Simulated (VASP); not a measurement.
VASP input:

### POSCAR
```
Zn
1
    1.3566000000    -2.3497010000     0.0000000000
    1.3566000000     2.3497010000     0.0000000000
    0.0000000000     0.0000000000     5.0490000000
Zn
2
Direct
  0.3333330000   0.6666670000   0.2500000000
  0.6666670000   0.3333330000   0.7500000000
```

### KPOINTS
```
Automatic mesh
0
Gamma
14 14 7
0 0 0
```

### INCAR
```
EDIFF  =  1E-4   ! SCF stop (eV)
ISIF  =  2   ! forces and stress, cell fixed
PREC  =  Accurate
LASPH  =  .TRUE.   ! aspherical one-centre terms
LCHARG  =  .FALSE.
ISMEAR  =  1
SYSTEM  =  Zn
ALGO  =  Normal
LMAXMIX  =  4   ! l cut-off of mixed one-centre charges
ENCUT  =  400   ! plane-wave cut-off (eV)
LWAVE  =  .FALSE.
GGA  =  PE   ! PBE
LREAL  =  .FALSE.   ! projection in real space or not
NELM  =  100   ! most electronic steps
SIGMA  =  0.1   ! width (eV)
```

POTCAR, in this order: Zn (PBE.64 set). Program: vasp_std.

Question: Translate this PBE calculation to Quantum ESPRESSO's pw.x.

Answer: One equivalent input (not run):
```
&CONTROL
  calculation = 'scf'
  pseudo_dir = './pseudo'
  outdir = './out'
  tprnfor = .true.
  tstress = .true.
/
&SYSTEM
  ibrav = 0
  nat = 2
  ntyp = 1
  ecutwfc = 84
  occupations = 'smearing'
  smearing = 'methfessel-paxton'
  degauss = 0.00735
  input_dft = 'pbe'
/
&ELECTRONS
  conv_thr = 7.3e-06
  electron_maxstep = 100
/
ATOMIC_SPECIES
  Zn 65.380 Zn.upf
CELL_PARAMETERS angstrom
     1.3566000   -2.3497010    0.0000000
     1.3566000    2.3497010    0.0000000
     0.0000000    0.0000000    5.0490000
ATOMIC_POSITIONS crystal
  Zn   0.3333330  0.6666670  0.2500000
  Zn   0.6666670  0.3333330  0.7500000
K_POINTS automatic
  14 14 7 0 0 0
```
Limits of the translation: the potentials are each code's own (VASP's PAW set, PseudoDojo norm-conserving files in pw.x), so ENCUT and ecutwfc are chosen apart and not converted; conv_thr bounds pw.x's estimated SCF error, while EDIFF bounds the energy change between steps.

The compound is Zn in the hcp structure. The cell was not relaxed at this level. The run is one of a series of settings (EDIFF = 1E-4 against the base run), some of them coarse on purpose.
